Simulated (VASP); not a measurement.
# Si3Bi2Te3 (I4/mmm) in VASP: relaxation of cell and atoms with PBE

Aim: the relaxation of cell and atoms of Si3Bi2Te3 with PBE.

Program: VASP 6.6.1. These are calculated values, not measurements. Logs are shortened: lines on timing, memory, paths and dates and some standing lists are left out, and cuts for length are marked.

**1. The crystal as given**

Symmetry: I4/mmm, No. 139, tetragonal system. Conventional cell: a = 6.492 Å, b = 6.492 Å, c = 9.850 Å, α = 90.00°, β = 90.00°, γ = 90.00°. Si (site symmetry 4/mmm) has 2 Te at 2.12 Å as nearest neighbours. Around Si (site symmetry -4m2) lie 2 Bi at 2.46 Å. Bi (site symmetry mmm) is surrounded by 2 Si at 2.46 Å. Around Te (site symmetry 4/mmm) lie 2 Te at 2.81 Å. Te (site symmetry 4mm) has 1 Si at 2.12 Å as nearest neighbours.

The cell was built by a generator and needn't be a form met in nature.

**2. Relaxation of cell and atoms, PBE**

Input file INCAR:

```
PREC = Normal
ENCUT = 520
EDIFF = 1E-4
ISMEAR = 0
SIGMA = 0.15
LREAL = F
LASPH = T
NELM = 60
ALGO = Fast
ISIF = 3
LWAVE = F
LCHARG = F
GGA = PE
IBRION = 2
NSW = 24
EDIFFG = -0.08
```

Input file KPOINTS:

```
Automatic mesh
0
Gamma
  3 3 3
```

Input file POSCAR:

```
Si3Bi2Te3
1.0
   -3.2459662900      3.2459662900      4.9249264400
    3.2459662900     -3.2459662900      4.9249264400
    3.2459662900      3.2459662900     -4.9249264400
Si Bi Te
3 2 3
Direct
    0.5000000000      0.5000000000      0.0000000000
    0.7500000000      0.2500000000      0.5000000000
    0.2500000000      0.7500000000      0.5000000000
    0.5000000000      0.0000000000      0.5000000000
    0.0000000000      0.5000000000      0.5000000000
    0.0000000000      0.0000000000      0.0000000000
    0.2848208500      0.2848208500      0.0000000000
    0.7151791500      0.7151791500      0.0000000000
```

Potentials or basis: VASP PAW PBE potentials, release 64 (Si, Bi_d, Te).

The run is started by

```
cat potpaw_PBE.64/Si/POTCAR potpaw_PBE.64/Bi_d/POTCAR potpaw_PBE.64/Te/POTCAR > POTCAR
mpirun -np 1 vasp_std > vasp.out
```

OUTCAR:

```text
PREC = Normal
   ENCUT = 520
   EDIFF = 1E-4
   ISMEAR = 0
   LREAL = F
   LASPH = T
   NELM = 60
   ISIF = 3
   GGA = PE
   IBRION = 2
   NSW = 24
   EDIFFG = -0.08

 ion  position               nearest neighbor table
   1  0.500  0.500  0.000-   7 2.12   8 2.12   4 3.25   5 3.25   4 3.25   5 3.25
   2  0.750  0.250  0.500-   4 2.46   5 2.46   7 3.26   8 3.26   7 3.26   8 3.26
   3  0.250  0.750  0.500-   4 2.46   5 2.46   7 3.26   8 3.26   7 3.26   8 3.26
   4  0.500  0.000  0.500-   2 2.46   3 2.46   1 3.25   6 3.25   1 3.25   6 3.25
   5  0.000  0.500  0.500-   2 2.46   3 2.46   1 3.25   6 3.25   6 3.25   1 3.25
   6  0.000  0.000  0.000-   7 2.81   8 2.81   4 3.25   5 3.25   5 3.25   4 3.25
   7  0.285  0.285  0.000-   1 2.12   6 2.81   3 3.26   2 3.26   3 3.26   2 3.26
   8  0.715  0.715  0.000-   1 2.12   6 2.81   3 3.26   2 3.26   2 3.26   3 3.26

  LATTYP: Found a body centered tetragonal cell.
 ALAT       =     6.4919325800
 C/A-ratio  =     1.5172450975

  Lattice vectors:

 A1 = (  -3.2459662900,   3.2459662900,   4.9249264400)
 A2 = (   3.2459662900,  -3.2459662900,   4.9249264400)
 A3 = (   3.2459662900,   3.2459662900,  -4.9249264400)

Analysis of symmetry for initial positions (statically):
=====================================================================
 Subroutine PRICEL returns:
 Original cell was already a primitive cell.

 Routine SETGRP: Setting up the symmetry group for a
 body centered tetragonal supercell.

 Subroutine GETGRP returns: Found 16 space group operations
 (whereof 16 operations were pure point group operations)
 out of a pool of 16 trial point group operations.

The static configuration has the point symmetry D_4h.

Analysis of symmetry for dynamics (positions and initial velocities):
=====================================================================
 Subroutine PRICEL returns:
 Original cell was already a primitive cell.

 Routine SETGRP: Setting up the symmetry group for a
 body centered tetragonal supercell.

 Subroutine GETGRP returns: Found 16 space group operations
 (whereof 16 operations were pure point group operations)
 out of a pool of 16 trial point group operations.

The dynamic configuration has the point symmetry D_4h.

 Subroutine INISYM returns: Found 16 space group operations
 (whereof 16 operations are pure point group operations),
 and found     1 'primitive' translations

----------------------------------------------------------------------------------------

                                     Primitive cell

  volume of cell :     207.5620

  direct lattice vectors                    reciprocal lattice vectors
    -3.245966290  3.245966290  4.924926440     0.000000000  0.154037336  0.101524359
     3.245966290 -3.245966290  4.924926440     0.154037336  0.000000000  0.101524359
     3.245966290  3.245966290 -4.924926440     0.154037336  0.154037336  0.000000000

  length of vectors
     6.732569699  6.732569699  6.732569699     0.184484949  0.184484949  0.217841690

  position of ions in fractional coordinates (direct lattice)
     0.500000000  0.500000000  0.000000000
     0.750000000  0.250000000  0.500000000
     0.250000000  0.750000000  0.500000000
     0.500000000  0.000000000  0.500000000
     0.000000000  0.500000000  0.500000000
     0.000000000  0.000000000  0.000000000
     0.284820850  0.284820850  0.000000000
     0.715179150  0.715179150  0.000000000

  ion indices of the primitive-cell ions
   primitive index   ion index
                 1           1
                 2           2
                 3           3
                 4           4
                 5           5
                 6           6
                 7           7
                 8           8

----------------------------------------------------------------------------------------

 KPOINTS: Automatic mesh

Automatic generation of k-mesh.
 Grid dimensions read from file:
 generate k-points for:    3    3    3

 Generating k-lattice:

  Cartesian coordinates                     Fractional coordinates (reciprocal lattice)
     0.000000000  0.051345779  0.033841453     0.333333333  0.000000000  0.000000000
     0.051345779  0.000000000  0.033841453     0.000000000  0.333333333  0.000000000
     0.051345779  0.051345779  0.000000000     0.000000000  0.000000000  0.333333333

  Length of vectors
     0.061494983  0.061494983  0.072613897

  Shift w.r.t. Gamma in fractional coordinates (k-lattice)
     0.000000000  0.000000000  0.000000000

 Subroutine IBZKPT returns following result:
 ===========================================

 Found      6 irreducible k-points:

 Following reciprocal coordinates:
            Coordinates               Weight
  0.000000  0.000000  0.000000      1.000000
  0.333333  0.000000 -0.000000      8.000000
  0.333333  0.333333 -0.000000      8.000000
 -0.333333  0.333333  0.000000      4.000000
 -0.333333  0.333333  0.333333      4.000000
 -0.333333 -0.333333  0.333333      2.000000
   k-points           NKPTS =      6   k-points in BZ     NKDIM =      6   number of bands    NBANDS=     36
   number of dos      NEDOS =    301   number of ions     NIONS =      8
   total plane-waves  NPLWV =  64000
   dimension x,y,z NGX =    40 NGY =   40 NGZ =   40
   dimension x,y,z NGXF=    80 NGYF=   80 NGZF=   80
   ions per type =               3   2   3
   NGX,Y,Z   is equivalent  to a cutoff of   9.88,  9.88,  9.88 a.u.
   NGXF,Y,Z  is equivalent  to a cutoff of  19.75, 19.75, 19.75 a.u.
 SYSTEM =  unknown system
   PREC   = normal    normal or accurate (medium, high low for compatibility)
   ISTART =      0    job   : 0-new  1-cont  2-samecut
   ICHARG =      2    charge: 1-file 2-atom 10-const
   ISPIN  =      1    spin polarized calculation?
   LNONCOLLINEAR =      F non collinear calculations
   LSORBIT =      F    spin-orbit coupling
   LASPH  =      T    aspherical Exc in radial PAW
   ENCUT  =  520.0 eV  38.22 Ry    6.18 a.u.  12.52 12.52 12.52*2*pi/ulx,y,z
   NELM   =     60;   NELMIN=  2; NELMDL= -5     # of ELM steps
   EDIFF  = 0.1E-03   stopping-criterion for ELM
   LREAL  =      F    real-space projection
   EDIFFG = -.8E-01   stopping-criterion for IOM
   NSW    =     24    number of steps for IOM
   IBRION =      2    ionic relax: 0-MD 1-quasi-New 2-CG
   NFREE  =      1    steps in history (QN), initial steepest desc. (CG)
   ISIF   =      3    stress and relaxation
   ISYM   =      2    0-nonsym 1-usesym 2-fastsym
   POTIM  = 0.5000    time-step for ionic-motion
   TEBEG  =    0.0;   TEEND  =   0.0 temperature during run
   PSTRESS=    0.0 pullay stress
   NELECT =      60.0000    total number of electrons
   NUPDOWN=      -1.0000    fix difference up-down
   EMIN   =  10.00;   EMAX   =-10.00  energy-range for DOS
   EFERMI =   0.00;   METHOD = LEGACY
   ISMEAR =     0;   SIGMA  =   0.15  broadening in eV -4-tet -1-fermi 0-gaus
   EFERMI_NEDOS =   21; number of points for ismear=-14 and -15
   IALGO  =     68    algorithm
   IMIX   =      4    mixing-type and parameters
     AMIX     =   0.40;   BMIX     =  1.00
     AMIX_MAG =   1.60;   BMIX_MAG =  1.00
  volume/ion in A,a.u.               =      25.95       175.09
  Fermi-wavevector in a.u.,A,eV,Ry     =   1.082454  2.045541 15.942028  1.171706
  Thomas-Fermi vector in A             =   2.218496
   LORBIT       =      0    0 simple, 1 ext, 2 COOP (PROOUT), +10 PAW based schemes
   GGA     = PE    functional components
   LHFCALC =     F    Hartree Fock is set to
   AEXX    =    0.0000 exact exchange contribution
   IVDW    =     0    specifies the selected vdW correction
   LEPSILON=     F    determine dielectric tensor
   LRPA    =     F    only Hartree local field effects (RPA)
 conjugate gradient relaxation of ions
 non-spin polarized calculation
 RMM-DIIS sequential band-by-band and
 Gauss-broadening in eV      SIGMA  =   0.15
  energy-cutoff  :      520.00
  volume of cell :      207.56
 maximum number of plane-waves:      5608
   NGX = 25   NGY = 25   NGZ = 25

--------------------------------------- Ionic step        1  -------------------------------------------

 number of electron      59.9999999 magnetization

 Free energy of the ion-electron system (eV)
  ---------------------------------------------------
  ext. energy  EPLUGINS =         0.00000000
  ---------------------------------------------------
  free energy    TOTEN  =       -24.21222715 eV

  energy without entropy =      -24.15417728  energy(sigma->0) =      -24.18320221

------------------------ aborting loop because EDIFF is reached ----------------------------------------

  FORCE on cell =-STRESS in cart. coord.  units (eV):
  Direction    XX          YY          ZZ          XY          YZ          ZX
  --------------------------------------------------------------------------------------
  -------------------------------------------------------------------------------------
  Total       -1.8940736     -1.8940736     65.6653702      0.0000000      0.0000000      0.0000000
  in kB      -14.6204147    -14.6204147    506.8730832      0.0000000      0.0000000      0.0000000
  external PRESSURE =     159.2107513 kB  Pullay stress =       0.0000000 kB
[... 27 lines left out ...]
  energy  without entropy=      -24.1541772829  energy(sigma->0) =      -24.18320221

--------------------------------------- Ionic step        2  -------------------------------------------

 number of electron      59.9999964 magnetization

 E-fermi :   4.3256     XC(G=0):  -8.6202

 val. band max:        4.0860681301   @ k =   0.3333   0.0000  -0.0000
 cond. band min:       4.5191764524   @ k =  -0.3333  -0.3333   0.3333
 fundamental gap:      0.4331083224
 Fermi energy:         4.3255643406

 k-point     1 :       0.0000    0.0000    0.0000
  band No.  band energies     occupation
      1     -18.7137      2.00000
      2     -18.7026      2.00000
      3     -18.6810      2.00000
      4     -18.6810      2.00000
      5     -18.6025      2.00000
      6     -18.5894      2.00000
[... 300 lines left out ...]
  FREE ENERGIE OF THE ION-ELECTRON SYSTEM (eV)
  ---------------------------------------------------
  free  energy   TOTEN  =       -30.2619284143 eV

  energy  without entropy=      -30.2130387181  energy(sigma->0) =      -30.23748357

[... ionic steps 4 to 13 ...]

--------------------------------------- Ionic step       14  -------------------------------------------

 number of electron      60.0000020 magnetization

------------------------ aborting loop because EDIFF is reached ----------------------------------------

  FORCE on cell =-STRESS in cart. coord.  units (eV):
  Direction    XX          YY          ZZ          XY          YZ          ZX
  --------------------------------------------------------------------------------------
  -------------------------------------------------------------------------------------
  Total       -0.7682420     -0.7682420     -0.2302110      0.0000000      0.0000000      0.0000000
  in kB       -5.5512176     -5.5512176     -1.6634753      0.0000000      0.0000000      0.0000000
  external PRESSURE =      -4.2553035 kB  Pullay stress =       0.0000000 kB
[... 69 lines left out ...]
  energy  without entropy=      -31.2080254325  energy(sigma->0) =      -31.23910100

--------------------------------------- Ionic step       16  -------------------------------------------

 number of electron      60.0000023 magnetization

 Free energy of the ion-electron system (eV)
  ---------------------------------------------------
  ext. energy  EPLUGINS =         0.00000000
  ---------------------------------------------------
  free energy    TOTEN  =       -31.27114625 eV

  energy without entropy =      -31.20871028  energy(sigma->0) =      -31.23992826

 E-fermi :   6.8453     XC(G=0):  -9.6863

 val. band max:        6.8417524691   @ k =   0.3333   0.3333  -0.0000
 cond. band min:       6.8696080481   @ k =  -0.3333   0.3333   0.0000
 fundamental gap:      0.0278555790
 Fermi energy:         6.8453415946

 k-point     1 :       0.0000    0.0000    0.0000
  band No.  band energies     occupation
      1     -16.2637      2.00000
      2     -16.2254      2.00000
      3     -16.1740      2.00000
      4     -16.1657      2.00000
      5     -16.1657      2.00000
      6     -16.1369      2.00000
[... 258 lines left out ...]
  FREE ENERGIE OF THE ION-ELECTRON SYSTEM (eV)
  ---------------------------------------------------
  free  energy   TOTEN  =       -31.2711462488 eV

  energy  without entropy=      -31.2087102751  energy(sigma->0) =      -31.23992826

 reached required accuracy - stopping structural energy minimisation
```

Run time: 4.4 min. Hardware: 1 thread of Intel Xeon Platinum 8488C (Sapphire Rapids), shared host; peak memory 0.28 GiB.

What came out:

```yaml
Free_energy: -31.2711 eV
Relaxed_volume: 27.45 Å³/atom
Relaxed_cell: a = 7.531 Å, b = 7.531 Å, c = 7.531 Å, α = 133.69°, β = 133.69°, γ = 67.58°
Space_group_after_relaxing_to_0.05_Å: I4/mmm (No. 139)
Energy_gained_by_relaxing: 882.4 meV/atom
Ionic_steps: 16
Pressure_after_relaxing: 0.1 GPa
Largest_force_after_relaxing: 0.015 eV/Å
Band_gap_on_the_k_mesh: none (metal or under the smearing width)
```

Forces in eV/Å, atoms in the order of the input:
```
Si   0.000  0.000  0.000
Si   0.000  0.000  0.000
Si   0.000  0.000  0.000
Bi   0.000  0.000  0.000
Bi   0.000  0.000  0.000
Te   0.000  0.000  0.000
Te   0.000  0.000  0.015
Te   0.000  0.000 -0.015
```

Step by step:
| step | energy change (eV) | largest force (eV/Å) | pressure (GPa) | volume (Å³) |
| --- | --- | --- | --- | --- |
| 1 | 0.0000 | 6.8549 | 15.92 | 207.56 |
| 2 | -4.9322 | 0.2603 | -7.09 | 283.17 |
| 3 | -6.0497 | 0.2126 | -4.48 | 248.48 |
| 4 | -6.0504 | 0.2573 | -4.85 | 250.74 |
| 5 | -6.0525 | 0.2349 | -4.74 | 249.63 |
| 6 | -6.8663 | 0.5563 | -0.96 | 223.87 |
| 7 | -6.8971 | 0.6728 | 0.19 | 219.03 |
| 8 | -6.8992 | 0.7077 | 0.46 | 217.33 |
| 9 | -6.8981 | 0.7253 | 0.74 | 216.35 |
| 10 | -6.9606 | 0.6188 | 0.44 | 217.99 |
| 11 | -6.9910 | 0.5340 | 0.10 | 219.62 |
| 12 | -6.9938 | 0.5049 | -0.04 | 220.27 |
| 13 | -7.0458 | 0.2437 | -0.31 | 221.19 |
| 14 | -7.0550 | 0.0663 | -0.43 | 221.73 |
| 15 | -7.0579 | 0.0163 | 0.37 | 218.65 |
| 16 | -7.0589 | 0.0150 | 0.13 | 219.63 |

Final structure:
```
Si Bi Te
1.0
    -2.96181    2.96181    6.25926
     2.96181   -2.96181    6.25926
     2.96181    2.96181   -6.25926
Si Bi Te
3 2 3
Direct
  0.50000 0.50000 0.00000
  0.75000 0.25000 0.50000
  0.25000 0.75000 0.50000
  0.50000 0.00000 0.50000
  0.00000 0.50000 0.50000
  0.00000 0.00000 0.00000
  0.27568 0.27568 0.00000
  0.72432 0.72432 0.00000
```

Levels at points of the mesh, in eV from the Fermi level:
```csv
k point,band 27,band 28,band 29,band 30,band 31,band 32,band 33,band 34
"(0.00, 0.00, 0.00)",-1.76,-1.30,-0.80,-0.56,0.65,0.69,2.30,2.80
```

Caveat: the k mesh is coarse (spacing up to 0.46 Å⁻¹), so the values aren't converged; spin-orbit coupling is left out, which moves the levels of the heavy elements; the relaxation stopped at a loose force limit of 0.08 eV/Å, so its end isn't a converged minimum.
